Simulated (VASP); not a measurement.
Calculation: RPBE GGA, VASP's PBE PAW potentials (set 64) (plane waves; VASP).

VASP input:

File POSCAR:
```
Mg3Sb2
1.0
  2.3013170069  -3.9859981466   0.0000000000
  2.3013170069   3.9859981466   0.0000000000
  0.0000000000   0.0000000000   7.2524119088
Mg Sb
3 2
Direct
  0.0000000000   0.0000000000   0.0000000000
  0.3333330000   0.6666670000   0.6337663367
  0.6666670000   0.3333330000   0.3662336633
  0.3333330000   0.6666670000   0.2269570695
  0.6666670000   0.3333330000   0.7730429305
```

### KPOINTS
```
Regular mesh
0
Gamma
 6 6 3
0 0 0
```

INCAR:
```
ALGO = Normal
EDIFF = 1E-7
EDIFFG = -0.01
ENCUT = 520
GGA = RP
IBRION = 2
ISIF = 4
ISMEAR = 0
LASPH = .True.
LCHARG = .False.
LMAXMIX = 4
LREAL = .False.
LWAVE = .False.
NELM = 100
NSW = 30
PREC = Accurate
SIGMA = 0.05
SYSTEM = Mg3Sb2
```

POTCAR, in this order: Mg Sb (PBE.64 set). Program: vasp_std.

Problem. What will the output report for the number of irreducible k-points (NKPTS), largest plane-wave count, number of space-group operations, FFT grid (NGX, NGY, NGZ)?

Solution. 
```json
{
  "number of irreducible k-points (NKPTS)": "17",
  "largest_plane_wave_count": "3610",
  "number_of_space_group_operations": "12",
  "FFT grid (NGX, NGY, NGZ)": "36 × 36 × 54"
}
```

The compound is Mg3Sb2 in the a-la2o3 structure. This cell is one point of a volume scan, at 0.97 of the reference volume. Symmetry was kept, so distortions that lower it aren't found.
